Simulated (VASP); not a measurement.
Calculation: PBE GGA, VASP's PBE PAW potentials (set 64) (plane waves; VASP 6.6.1).

The input files of a VASP run:

**INCAR**
```
SYSTEM=TiC
PREC=Accurate; ENCUT=520; LREAL=F
LASPH=T; ADDGRID=T
EDIFF=1E-6; NELM=100; ALGO=Normal
LMAXMIX=4
ISMEAR=1; SIGMA=0.1
GGA=PE
ISIF=2
LWAVE=F; LCHARG=F
```

POSCAR:
```
TiC
1
    0.0000000000     2.1992450000     2.1808930000
    2.2162630000     0.0000000000     2.1808930000
    2.2162630000     2.1992450000     0.0000000000
Ti C
1 1
Direct
  0.0000000000   0.0000000000   0.0000000000
  0.4780250000   0.5219750000   0.5219750000
```

KPOINTS:
```
Automatic mesh
0
Gamma
13 13 13
0 0 0
```

POTCAR, in this order: Ti_sv C (PBE.64 set). Program: vasp_std.

Q: Predict the energy per atom (σ→0), pressure, largest force, band gap (on the k-mesh).

A: 
```json
{
  "energy per atom (σ→0)": "-9.322 eV/atom",
  "band gap (on the k-mesh)": "none (metal, semimetal or under 0.01 eV)",
  "pressure": "-8.96 GPa",
  "largest_force": "0.685 eV/Å"
}
```

OSZICAR:
```
...
DAV:   9    -0.186504941123E+02    0.14291E-01   -0.24432E-01  9196   0.639E+00    0.859E-01
DAV:  10    -0.186472124729E+02    0.32816E-02   -0.18262E-02 12068   0.179E+00    0.667E-01
DAV:  11    -0.186444838763E+02    0.27286E-02   -0.93580E-03  9096   0.151E+00    0.156E-01
DAV:  12    -0.186444499987E+02    0.33878E-04   -0.50132E-04 10988   0.247E-01    0.430E-02
DAV:  13    -0.186444369135E+02    0.13085E-04   -0.29934E-05  9292   0.526E-02    0.166E-02
DAV:  14    -0.186444347232E+02    0.21903E-05   -0.48406E-06 10168   0.299E-02    0.325E-03
DAV:  15    -0.186444347709E+02   -0.47643E-07   -0.12088E-07  4528   0.527E-03
   1 F= -.18644435E+02 E0= -.18644421E+02  d E =-.410028E-04
```

The compound is TiC in the rock salt structure. The cell was not relaxed at this level, atoms are displaced from their ideal sites. The run is one of a series of settings (ADDGRID = .TRUE. against the base run), some of them coarse on purpose.
